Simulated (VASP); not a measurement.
```xyz
2
Lattice="2.9136 0.0000 0.0000 0.0000 2.9136 0.0000 0.0000 0.0000 2.9136" Properties=species:S:1:pos:R:3 pbc="T T T"
Zn     1.4568     1.4568     1.4568
Cu     0.0000     0.0000     0.0000
```

Calculation: PBE GGA with D3 dispersion (Becke-Johnson damping), VASP's PBE PAW potentials (set 64) (plane waves; VASP 6.6.1). Settings: 520 eV cut-off, Gaussian smearing of 0.050 eV, potentials Zn Cu.

Q: Give the energies of bands 4 to 14 at the high-symmetry points, in eV from the Fermi level.

A: 
```csv
band,Γ,X,M,R
4,-7.22,-7.39,-7.51,-6.90
5,-7.22,-7.13,-6.91,-6.90
6,-7.22,-6.31,-4.77,-4.45
7,-3.69,-5.22,-3.47,-4.45
8,-3.69,-3.83,-2.95,-4.45
9,-2.80,-3.38,-2.95,-2.54
10,-2.80,-3.38,-2.56,-2.54
11,-2.80,-2.89,-2.00,4.08
12,6.34,-2.05,-2.00,4.41
13,6.34,11.99,1.89,4.41
14,6.34,11.99,2.22,4.41
```

It has no gap at this level: it comes out as a metal or semimetal.

The compound is CuZn in the CsCl type structure. It was relaxed first. The electron count is odd and the run is not spin-polarised, which forces a metal.
